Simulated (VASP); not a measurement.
# Bi3Ru (Pm-3m) in VASP: notebook

One crystal, Bi3Ru, is run at these levels: r2SCAN; tasks: single point.

Everything below comes from runs of VASP 6.6.1. Logs are shortened: lines on timing, memory, paths and dates and some standing lists are left out, and cuts for length are marked.

### 1 The crystal as given

It takes space group Pm-3m (No. 221, cubic). The conventional cell has a = 5.307 Å, b = 5.307 Å, c = 5.307 Å, α = 90.00°, β = 90.00°, γ = 90.00°. Around Ru (site symmetry m-3m) lie 6 Bi at 2.65 Å. Bi (site symmetry 4/mmm) is surrounded by 2 Ru at 2.65 Å.

The cell was built by a generator and needn't be a form met in nature.

### 2 Single point, r2SCAN

Contents of POSCAR:

```
Bi3Ru
1.0
    5.3065924382      0.0000000000      0.0000000000
    0.0000000000      5.3065924382      0.0000000000
    0.0000000000      0.0000000000      5.3065924382
Ru Bi
1 3
Direct
    0.0000000000      0.0000000000      0.0000000000
    0.5000000000      0.0000000000      0.0000000000
    0.0000000000      0.5000000000      0.0000000000
    0.0000000000      0.0000000000      0.5000000000
```

Contents of INCAR.step1:

```
SYSTEM = Bi3Ru
ALGO = Normal
EDIFF = 1E-4
ENCUT = 520
GGA = PE
ISMEAR = -1
LASPH = .TRUE.
LCHARG = .FALSE.
LREAL = .FALSE.
LWAVE = .TRUE.
NBANDS = 38
NELM = 100
PREC = Accurate
SIGMA = 0.0615
```

Contents of INCAR.step2:

```
SYSTEM = Bi3Ru
ALGO = Normal
EDIFF = 1E-7
ENCUT = 520
ISIF = 2
ISMEAR = -1
ISTART = 1
LASPH = .TRUE.
LCHARG = .FALSE.
LMIXTAU = .TRUE.
LREAL = .FALSE.
LWAVE = .FALSE.
METAGGA = R2SCAN
NBANDS = 38
NELM = 100
PREC = Accurate
SIGMA = 0.0615
```

Contents of KPOINTS:

```
k-points
0
G
  4 4 4
  0 0 0
```

Potentials or basis: VASP PAW PBE potentials, release 64 (Ru_pv, Bi_d).

The run is started by

```
> cat potpaw_PBE.64/Ru_pv/POTCAR potpaw_PBE.64/Bi_d/POTCAR > POTCAR
> cp INCAR.step1 INCAR
> mpirun -np 1 vasp_std > vasp.out
> cp INCAR.step2 INCAR
> mpirun -np 1 vasp_std > vasp.out
```

OUTCAR:

```text
SYSTEM = Bi3Ru
   EDIFF = 1E-7
   ENCUT = 520
   ISIF = 2
   ISMEAR = -1
   ISTART = 1
   LASPH = .TRUE.
   LREAL = .FALSE.
   METAGGA = R2SCAN
   NELM = 100
   PREC = Accurate

 ion  position               nearest neighbor table
   1  0.000  0.000  0.000-   2 2.65   3 2.65   4 2.65   4 2.65   3 2.65   2 2.65
   2  0.500  0.000  0.000-   1 2.65   1 2.65   4 3.75   4 3.75   3 3.75   3 3.75   3 3.75   4 3.75
                             4 3.75   3 3.75
   3  0.000  0.500  0.000-   1 2.65   1 2.65   4 3.75   4 3.75   2 3.75   2 3.75   4 3.75   4 3.75
                             2 3.75   2 3.75
   4  0.000  0.000  0.500-   1 2.65   1 2.65   3 3.75   2 3.75   2 3.75   3 3.75   3 3.75   3 3.75
                             2 3.75   2 3.75

  LATTYP: Found a simple cubic cell.
 ALAT       =     5.3065924382

  Lattice vectors:

 A1 = (   5.3065924382,   0.0000000000,   0.0000000000)
 A2 = (   0.0000000000,   5.3065924382,   0.0000000000)
 A3 = (   0.0000000000,   0.0000000000,   5.3065924382)

Analysis of symmetry for initial positions (statically):
=====================================================================
 Subroutine PRICEL returns:
 Original cell was already a primitive cell.

 Routine SETGRP: Setting up the symmetry group for a
 simple cubic supercell.

 Subroutine GETGRP returns: Found 48 space group operations
 (whereof 48 operations were pure point group operations)
 out of a pool of 48 trial point group operations.

The static configuration has the point symmetry O_h .

Analysis of symmetry for dynamics (positions and initial velocities):
=====================================================================
 Subroutine PRICEL returns:
 Original cell was already a primitive cell.

 Routine SETGRP: Setting up the symmetry group for a
 simple cubic supercell.

 Subroutine GETGRP returns: Found 48 space group operations
 (whereof 48 operations were pure point group operations)
 out of a pool of 48 trial point group operations.

The dynamic configuration has the point symmetry O_h .

 Subroutine INISYM returns: Found 48 space group operations
 (whereof 48 operations are pure point group operations),
 and found     1 'primitive' translations

----------------------------------------------------------------------------------------

                                     Primitive cell

  volume of cell :     149.4332

  direct lattice vectors                    reciprocal lattice vectors
     5.306592438  0.000000000  0.000000000     0.188444847  0.000000000  0.000000000
     0.000000000  5.306592438  0.000000000     0.000000000  0.188444847  0.000000000
     0.000000000  0.000000000  5.306592438     0.000000000  0.000000000  0.188444847

  length of vectors
     5.306592438  5.306592438  5.306592438     0.188444847  0.188444847  0.188444847

  position of ions in fractional coordinates (direct lattice)
     0.000000000  0.000000000  0.000000000
     0.500000000  0.000000000  0.000000000
     0.000000000  0.500000000  0.000000000
     0.000000000  0.000000000  0.500000000

  ion indices of the primitive-cell ions
   primitive index   ion index
                 1           1
                 2           2
                 3           3
                 4           4

----------------------------------------------------------------------------------------

 KPOINTS: k-points

Automatic generation of k-mesh.
 Grid dimensions read from file:
 generate k-points for:    4    4    4

 Generating k-lattice:

  Cartesian coordinates                     Fractional coordinates (reciprocal lattice)
     0.047111212  0.000000000  0.000000000     0.250000000  0.000000000  0.000000000
     0.000000000  0.047111212  0.000000000     0.000000000  0.250000000  0.000000000
     0.000000000  0.000000000  0.047111212     0.000000000  0.000000000  0.250000000

  Length of vectors
     0.047111212  0.047111212  0.047111212

  Shift w.r.t. Gamma in fractional coordinates (k-lattice)
     0.000000000  0.000000000  0.000000000

 Subroutine IBZKPT returns following result:
 ===========================================

 Found     10 irreducible k-points:

 Following reciprocal coordinates:
            Coordinates               Weight
  0.000000  0.000000  0.000000      1.000000
  0.250000  0.000000  0.000000      6.000000
  0.500000  0.000000  0.000000      3.000000
  0.250000  0.250000  0.000000     12.000000
  0.500000  0.250000  0.000000     12.000000
  0.500000  0.500000  0.000000      3.000000
  0.250000  0.250000  0.250000      8.000000
  0.500000  0.250000  0.250000     12.000000
  0.500000  0.500000  0.250000      6.000000
  0.500000  0.500000  0.500000      1.000000
   k-points           NKPTS =     10   k-points in BZ     NKDIM =     10   number of bands    NBANDS=     38
   number of dos      NEDOS =    301   number of ions     NIONS =      4
   total plane-waves  NPLWV =  64000
   dimension x,y,z NGX =    40 NGY =   40 NGZ =   40
   dimension x,y,z NGXF=    80 NGYF=   80 NGZF=   80
   ions per type =               1   3
   NGX,Y,Z   is equivalent  to a cutoff of  12.53, 12.53, 12.53 a.u.
   NGXF,Y,Z  is equivalent  to a cutoff of  25.06, 25.06, 25.06 a.u.
 SYSTEM =  Bi3Ru
   PREC   = accura    normal or accurate (medium, high low for compatibility)
   ISTART =      1    job   : 0-new  1-cont  2-samecut
   ICHARG =      0    charge: 1-file 2-atom 10-const
   ISPIN  =      1    spin polarized calculation?
   LNONCOLLINEAR =      F non collinear calculations
   LSORBIT =      F    spin-orbit coupling
   LASPH  =      T    aspherical Exc in radial PAW
   ENCUT  =  520.0 eV  38.22 Ry    6.18 a.u.   9.87  9.87  9.87*2*pi/ulx,y,z
   NELM   =    100;   NELMIN=  2; NELMDL=  0     # of ELM steps
   EDIFF  = 0.1E-06   stopping-criterion for ELM
   LREAL  =      F    real-space projection
   EDIFFG = 0.1E-05   stopping-criterion for IOM
   NSW    =      0    number of steps for IOM
   IBRION =     -1    ionic relax: 0-MD 1-quasi-New 2-CG
   NFREE  =      0    steps in history (QN), initial steepest desc. (CG)
   ISIF   =      2    stress and relaxation
   ISYM   =      2    0-nonsym 1-usesym 2-fastsym
   POTIM  = 0.5000    time-step for ionic-motion
   TEBEG  =    0.0;   TEEND  =   0.0 temperature during run
   PSTRESS=    0.0 pullay stress
   NELECT =      59.0000    total number of electrons
   NUPDOWN=      -1.0000    fix difference up-down
   EMIN   =  10.00;   EMAX   =-10.00  energy-range for DOS
   EFERMI =   0.00;   METHOD = LEGACY
   ISMEAR =    -1;   SIGMA  =   0.06  broadening in eV -4-tet -1-fermi 0-gaus
   EFERMI_NEDOS =   21; number of points for ismear=-14 and -15
   IALGO  =     38    algorithm
   IMIX   =      4    mixing-type and parameters
     AMIX     =   0.40;   BMIX     =  1.00
     AMIX_MAG =   1.60;   BMIX_MAG =  1.00
  volume/ion in A,a.u.               =      37.36       252.11
  Fermi-wavevector in a.u.,A,eV,Ry     =   1.201000  2.269561 19.625065  1.442402
  Thomas-Fermi vector in A             =   2.336821
   LORBIT       =      0    0 simple, 1 ext, 2 COOP (PROOUT), +10 PAW based schemes
   METAGGA = R2SCAN    functional components
   LHFCALC =     F    Hartree Fock is set to
   AEXX    =    0.0000 exact exchange contribution
   IVDW    =     0    specifies the selected vdW correction
   LEPSILON=     F    determine dielectric tensor
   LRPA    =     F    only Hartree local field effects (RPA)
 non-spin polarized calculation
  energy-cutoff  :      520.00
  volume of cell :      149.43
 maximum number of plane-waves:      4068
 NGX is ok and might be reduce to    40
   NGX = 19   NGY = 19   NGZ = 19

 number of electron      59.0000035 magnetization

 Free energy of the ion-electron system (eV)
  ---------------------------------------------------
  ext. energy  EPLUGINS =         0.00000000
  ---------------------------------------------------
  free energy    TOTEN  =      -197.94891592 eV

  energy without entropy =     -197.84921094  energy(sigma->0) =     -197.89906343

 E-fermi :   4.6633     XC(G=0):  -9.4364

 val. band max:        4.6176567467   @ k =   0.2500   0.2500   0.2500
 cond. band min:       4.6846474056   @ k =   0.2500   0.2500   0.0000
 fundamental gap:      0.0669906589
 Fermi energy:         4.6633268011

 k-point     1 :       0.0000    0.0000    0.0000
  band No.  band energies     occupation
      1     -38.9915      2.00000
      2     -38.9915      2.00000
      3     -38.9915      2.00000
      4     -19.0391      2.00000
      5     -19.0238      2.00000
      6     -19.0238      2.00000
[... 30 lines left out ...]
     37      10.3187      0.00000
     38      10.4021      0.00000

 k-point     2 :       0.2500    0.0000    0.0000
  band No.  band energies     occupation
      1     -38.9950      2.00000
      2     -38.9916      2.00000
      3     -38.9916      2.00000
      4     -19.0295      2.00000
      5     -19.0226      2.00000
      6     -19.0155      2.00000
[... 30 lines left out ...]
     37      10.5753      0.00000
     38      11.8475      0.00000

 k-point     3 :       0.5000    0.0000    0.0000
  band No.  band energies     occupation
      1     -38.9985      2.00000
      2     -38.9916      2.00000
      3     -38.9916      2.00000
      4     -19.0257      2.00000
      5     -19.0213      2.00000
      6     -19.0024      2.00000
[... 30 lines left out ...]
     37      10.2192      0.00000
     38      12.6738      0.00000

 k-point     4 :       0.2500    0.2500    0.0000
  band No.  band energies     occupation
      1     -38.9951      2.00000
      2     -38.9951      2.00000
      3     -38.9916      2.00000
      4     -19.0184      2.00000
      5     -19.0181      2.00000
      6     -19.0166      2.00000
[... 30 lines left out ...]
     37      11.5634      0.00000
     38      11.5708      0.00000
[... 129 lines left out ...]
      4     -19.0181      2.00000
      5     -19.0162      2.00000
      6     -19.0103      2.00000
[... 30 lines left out ...]
     37      11.7794      0.00000
     38      11.9535      0.00000

 k-point     9 :       0.5000    0.5000    0.2500
  band No.  band energies     occupation
      1     -38.9987      2.00000
      2     -38.9987      2.00000
      3     -38.9953      2.00000
      4     -19.0200      2.00000
      5     -19.0134      2.00000
      6     -19.0134      2.00000
[... 30 lines left out ...]
     37      12.1246      0.00000
     38      12.1246      0.00000

 k-point    10 :       0.5000    0.5000    0.5000
  band No.  band energies     occupation
      1     -38.9988      2.00000
      2     -38.9988      2.00000
      3     -38.9988      2.00000
      4     -19.0246      2.00000
      5     -19.0159      2.00000
      6     -19.0159      2.00000
[... 30 lines left out ...]
     37      11.5496      0.00000
     38      11.5496      0.00000

------------------------ aborting loop because EDIFF is reached ----------------------------------------

  FORCE on cell =-STRESS in cart. coord.  units (eV):
  Direction    XX          YY          ZZ          XY          YZ          ZX
  --------------------------------------------------------------------------------------
  -------------------------------------------------------------------------------------
  Total        0.0911844      0.0911844      0.0911844     -0.0000000      0.0000000      0.0000000
  in kB        0.9776507      0.9776507      0.9776507     -0.0000000      0.0000000      0.0000000
  external PRESSURE =       0.9776507 kB  Pullay stress =       0.0000000 kB

 VOLUME and BASIS-vectors are now :
 -----------------------------------------------------------------------------
  energy-cutoff  :      520.00
  volume of cell :      149.43
      direct lattice vectors                 reciprocal lattice vectors
     5.306592438  0.000000000  0.000000000     0.188444847  0.000000000  0.000000000
     0.000000000  5.306592438  0.000000000     0.000000000  0.188444847  0.000000000
     0.000000000  0.000000000  5.306592438     0.000000000  0.000000000  0.188444847

 POSITION                                       TOTAL-FORCE (eV/Angst)
 -----------------------------------------------------------------------------------
      0.00000      0.00000      0.00000         0.000000      0.000000      0.000000
      2.65330      0.00000      0.00000         0.000000      0.000000      0.000000
      0.00000      2.65330      0.00000         0.000000      0.000000      0.000000
      0.00000      0.00000      2.65330         0.000000      0.000000      0.000000
 -----------------------------------------------------------------------------------
    total drift:                               -0.000000     -0.000000     -0.000000

  FREE ENERGIE OF THE ION-ELECTRON SYSTEM (eV)
  ---------------------------------------------------
  free  energy   TOTEN  =      -197.9489159198 eV

  energy  without entropy=     -197.8492109369  energy(sigma->0) =     -197.89906343
```

It took 2.5 min on 1 thread of Intel Xeon Platinum 8488C (Sapphire Rapids), shared host; peak memory 0.27 GiB.

What came out:

- Free energy: -197.9489 eV
- Pressure: 0.1 GPa
- Band gap on the k mesh: none (metal or under the smearing width)

Caveat: the PAW data sets were made with another functional, which shifts forces and pressure a little; spin-orbit coupling is left out, which moves the levels of the heavy elements.

### 3 Single point, r2SCAN

POSCAR is that of step 2.

Contents of INCAR.step1:

```
SYSTEM = Bi3Ru
PREC = Accurate
ENCUT = 520
ISMEAR = -1
SIGMA = 0.0615
LREAL = .False.
LASPH = .True.
NELM = 100
NBANDS = 38
GGA = PE
ALGO = Normal
EDIFF = 1E-4
LWAVE = .True.
LCHARG = .False.
```

Contents of INCAR.step2:

```
SYSTEM = Bi3Ru
PREC = Accurate
ENCUT = 520
EDIFF = 1E-6
ISMEAR = -1
SIGMA = 0.0615
LREAL = .False.
LASPH = .True.
NELM = 100
ALGO = Normal
ISIF = 2
LWAVE = .False.
LCHARG = .False.
METAGGA = R2SCAN
LMIXTAU = .True.
NBANDS = 38
ISTART = 1
```

Contents of KPOINTS:

```
Automatic mesh
0
Gamma
  4 4 4
  0 0 0
```

Potentials or basis: VASP PAW PBE potentials, release 64 (Ru_pv, Bi_d).

The run is started by

```
> cat potpaw_PBE.64/Ru_pv/POTCAR potpaw_PBE.64/Bi_d/POTCAR > POTCAR
> cp INCAR.step1 INCAR
> mpirun -np 1 vasp_std > vasp.out
> cp INCAR.step2 INCAR
> mpirun -np 1 vasp_std > vasp.out
```

Wall time 2.5 min (1 thread of Intel Xeon Platinum 8488C (Sapphire Rapids), shared host); peak memory 0.28 GiB.

Results (log left out):

| Quantity | Value |
| --- | --- |
| Free energy | -197.9489 eV |
| Pressure | 0.1 GPa |
| Band gap on the k mesh | none (metal or under the smearing width) |

Levels at points of the mesh, in eV from the Fermi level:
```
           k point  band 26  band 27  band 28  band 29  band 30  band 31  band 32  band 33  band 34  band 35
(0.00, 0.00, 0.00)    -1.86    -1.86    -0.25    -0.25     0.51     0.51     0.51     1.98     1.98     1.98
(0.50, 0.00, 0.00)    -2.64    -1.86    -1.38    -0.37    -0.22     1.07     1.07     1.53     1.53     1.65
(0.50, 0.50, 0.00)    -2.84    -1.61    -0.79    -0.79    -0.19     0.58     1.19     1.19     2.95     5.36
(0.50, 0.50, 0.50)    -3.84    -3.84    -0.06    -0.06    -0.06     2.87     3.02     3.02     3.02     6.56
```

Caveat: the PAW data sets were made with another functional, which shifts forces and pressure a little; spin-orbit coupling is left out, which moves the levels of the heavy elements.
